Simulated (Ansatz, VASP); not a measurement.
# Cross-check of C (Diamond) between VASP and Ansatz, part 3 of 3

Wanted: the spread between two codes on one cell, functional and k mesh. The cell is taken from a series of runs on this material, whose earlier steps may have relaxed, scaled, displaced or heated it; both programs get it as it stands.

VASP 6.6.1 and Ansatz 0.2.0.

So far: Set-up; Ansatz: zone-centre phonons, LDA, pair 1; VASP: zone-centre phonons, LDA, pair 1; Comparison.

### Step 5. VASP: zone-centre phonons, LDA, pair 2

Level of this step: LDA; plane waves and PAW (C) (VASP).

Second derivatives magnify differences that forces hide, and they need a tight electronic threshold. The cell compared in this pair holds 11.67 Å³, against 11.45 Å³ for the pair before.

Input file INCAR:

```
SYSTEM = C
PREC = Accurate
ENCUT = 600
EDIFF = 1E-08
NELM = 120
ISMEAR = 0
SIGMA = 0.01
LREAL = .FALSE.
ALGO = Normal
GGA = CA
NBANDS = 10
LORBIT = 11
LWAVE = .FALSE.
LCHARG = .FALSE.
ISIF = 2
IBRION = 8
LEPSILON = .TRUE.
LASPH = .TRUE.
GGA_COMPAT = .FALSE.
EFERMI = MIDGAP
KPAR = 2
```

Input file POSCAR:

```
C
1.0
    0.0000000000      1.8003642989      1.8003642989
    1.8003642989      0.0000000000      1.8003642989
    1.8003642989      1.8003642989      0.0000000000
C
2
Direct
    0.5000000000      0.5000000000      0.5000000000
    0.7500000000      0.7500000000      0.7500000000
```

Input file KPOINTS:

```
Automatic mesh
0
Gamma
12 12 12
0 0 0
```

Potentials, in the order of the species: C (LDA family, release 64).

On the command line:

```console
> mpirun -np 2 vasp_std
```

Numbers of over 12 decimals in the logs are rounded to 6 here.

Log:

```text
[... set-up lines as in an earlier step ...]
 entering main loop
       N       E                     dE             d eps       ncg     rms          rms(c)
DAV:   1     0.821601376949E+00    0.82160E+00   -0.50681E+03  1512   0.849E+02
DAV:   2    -0.205436299554E+02   -0.21365E+02   -0.20504E+02  2012   0.136E+02
DAV:   3    -0.209444465200E+02   -0.40082E+00   -0.39976E+00  1678   0.151E+01
DAV:   4    -0.209454566950E+02   -0.10102E-02   -0.10101E-02  1584   0.882E-01
[...]
DAV:  10    -0.202058038333E+02   -0.17617E-05   -0.17363E-06  1564   0.117E-02    0.423E-03
DAV:  11    -0.202058037982E+02    0.35129E-07   -0.59887E-08  1650   0.200E-03    0.797E-04
DAV:  12    -0.202058037979E+02    0.21475E-09   -0.16634E-09   854   0.406E-04
   1 F= -.20205804E+02 E0= -.20205804E+02  d E =0.000000E+00
 Linear response reoptimize wavefunctions to high precision
DAV:   1    -0.202058037978E+02    0.15763E-09   -0.10939E-10   942   0.111E-04
DAV:   2    -0.202058037978E+02   -0.42519E-10   -0.48038E-12   762   0.237E-05
 Linear response G [H, r] |phi>, progress :
  Direction:   1
[...]
RMM:   9    -0.165972674743E+00    0.13802E-06    0.95254E-12  2400   0.222E-05    0.223E-06
 change of polarisation eV/A/(eV/A) component  3 :     0.013     0.065     0.313
 dielectric tensor                  component  3 :     0.207     1.006     5.850
 Linear response DOF=           1
 Linear response progress:
  Degree of freedom:   1/  1
       N       E                     dE             d eps       ncg     rms          rms(c)
RMM:   1    -0.117956232084E+00   -0.11796E+00   -0.14424E-02 13315   0.206E+00
RMM:   2    -0.109382604089E+00    0.85736E-02   -0.35630E-03  8513   0.397E-01    0.174E-01
RMM:   3    -0.109456524735E+00   -0.73921E-04   -0.31472E-04  8476   0.100E-01    0.961E-02
RMM:   4    -0.110164289869E+00   -0.70777E-03   -0.31729E-04  8321   0.103E-01    0.128E-02
[...]
RMM:   8    -0.110100291359E+00    0.10894E-06    0.42264E-08  9480   0.442E-05    0.849E-06
RMM:   9    -0.110100196396E+00    0.94963E-07    0.56967E-08  9591   0.186E-05    0.149E-06
RMM:  10    -0.110100198117E+00   -0.17214E-08    0.18638E-08  7782   0.980E-06    0.122E-07
 first order change of Fermi-energy  -0.49626E+01
 force on displaced ion       1 direction 1 : -34.563   0.000   0.000
 Born effective charge ion    1 direction 1 :   0.000   0.000   0.000
 Born effective charges drift removed
 Linear response finished
```

From OUTCAR (step 5):

```text
  Total       -1.7296978     -1.7296978     -1.7296978      0.0000000      0.0000000     -0.0000000
  in kB     -237.4486129   -237.4486129   -237.4486129      0.0000000      0.0000000     -0.0000000
  external PRESSURE =    -237.4486129 kB  Pullay stress =       0.0000000 kB

 POSITION                                       TOTAL-FORCE (eV/Angst)
 -----------------------------------------------------------------------------------
      1.80036      1.80036      1.80036         0.000000      0.000000      0.000000
      2.70055      2.70055      2.70055        -0.000000     -0.000000     -0.000000
 -----------------------------------------------------------------------------------
    total drift:                                0.000000     -0.000000      0.000000

 MACROSCOPIC STATIC DIELECTRIC TENSOR (including local field effects in DFT)
 ------------------------------------------------------
           5.850275    -0.000000    -0.000000
          -0.000000     5.850275     0.000000
           0.000000     0.000000     5.850275
 ------------------------------------------------------

 MACROSCOPIC STATIC DIELECTRIC TENSOR IONIC CONTRIBUTION
 ------------------------------------------------------
           0.000000     0.000000     0.000000
           0.000000     0.000000     0.000000
           0.000000     0.000000     0.000000
 ------------------------------------------------------

[... 1 part as in an earlier step ...]

[... 1 further part left out ...]
```

### Step 6. Ansatz: zone-centre phonons, LDA, pair 2

The same cell, functional (in two slightly different forms) and mesh now go to Ansatz, which takes its cutoff from its data sets.

The cell is taken from a series of runs on this material, whose earlier steps may have relaxed, scaled, displaced or heated it; both programs get it as it stands.

Input file input.yaml:

```yaml
crystal:
  lattice:
    - [0.0, 1.8003642989, 1.8003642989]
    - [1.8003642989, 0.0, 1.8003642989]
    - [1.8003642989, 1.8003642989, 0.0]
  atoms:
    - { symbol: C, position: [0.5, 0.5, 0.5] }
    - { symbol: C, position: [0.75, 0.75, 0.75] }
kpoints:
  mp_grid: { grid: [12, 12, 12] }
hamiltonian:
  xc: lda
  pseudopotentials: { kind: paw, azcp: { folder: soft_1 }, xc_functional: pbe }
scf:
  occupations: { method: fixed }
output:
  eigenvalues: true
phonons:
  method: dfpt
  dielectric: true
  rigid_motions: translations
```

On the command line:

```console
> ansatz run input.yaml --threads 4 --pin off --max-ram 10240MiB --backend cpu --events-out ev --progress --plain --runs-dir out
```

Log:

```text
[...]
Crystal: 2 atoms, lattice volume = 11.671 Å³
Basis set: ecut = 420 eV, 259 PW (Γ), exchange–correlation on 40×40×40 points (8 copies of the dense FFT grid, shifted against one another)
Bands: 8, of which v1, the nominal top of the filled ones, is band 4 counted from 1 (3 counted from 0)
Symmetry: 48 space group operations
k-points: 280 of 1728 (irreducible under 4 space group operations, time reversal used)
[...]
ω (cm⁻¹)  modes    IR ((D/Å)²/amu)
       1246.38      3             0.0000
  optical modes at Γ + LO–TO along q̂ = [1.0000, 0.0000, 0.0000]:
      ω (cm⁻¹)  modes    IR ((D/Å)²/amu)
       1246.38      3             0.0000
  optical modes at Γ + LO–TO along q̂ = [0.0000, 1.0000, 0.0000]:
      ω (cm⁻¹)  modes    IR ((D/Å)²/amu)
       1246.38      3             0.0000
  optical modes at Γ + LO–TO along q̂ = [0.0000, 0.0000, 1.0000]:
      ω (cm⁻¹)  modes    IR ((D/Å)²/amu)
       1246.38      3             0.0000
[key lines of the parts left out:]
SCF converged after 8 iterations
Free energy (F): -485.937647 eV
Fermi energy:    12.583577 eV
```

### Step 7. Side by side

The two programs side by side:

| quantity | Ansatz | VASP | difference |
| --- | --- | --- | --- |
| ε∞ xx | 5.85 | 5.85 | +0.03 % |
| ε∞ yy | 5.85 | 5.85 | +0.03 % |
| ε∞ zz | 5.85 | 5.85 | +0.03 % |
| Born charge of C1 (mean of the diagonal) (e) | 0.00 | 0.00 | 0.00 |
| optical mode 1 to 3 (cm⁻¹) | 1246.4 | 1251.0 | -0.37 % |

Modes are paired by rising frequency, not by their patterns, so a pair may set unlike modes beside each other; they are those without the splitting of longitudinal modes.

### Step 8. Results

| Property | Result |
| --- | --- |
| r.m.s. difference of the optical zone-centre modes, each program's sorted by frequency (zone-centre phonons, LDA, pair 1) | 4.6 cm⁻¹ |
| r.m.s. difference of the optical zone-centre modes, each program's sorted by frequency (zone-centre phonons, LDA, pair 2) | 4.6 cm⁻¹ |

The r.m.s. difference of the optical zone-centre modes, each program's sorted by frequency is 4.6 cm⁻¹ (zone-centre phonons, LDA, pair 1). How closely two codes agree says nothing of how well the functional describes the real material.

[Lines on the potential files, build, host, timing and source positions are cut from VASP's logs without a mark.]

[Logs are printed without paths, hosts, clocks, repeated set-up lines and the standing remarks that a program may print on its own settings, such as how far it seeks lower states.]

[Hosts, paths, dates, database ids (printed as entryN), source tags and the programs' standing remarks are cut or masked in the printed files.]
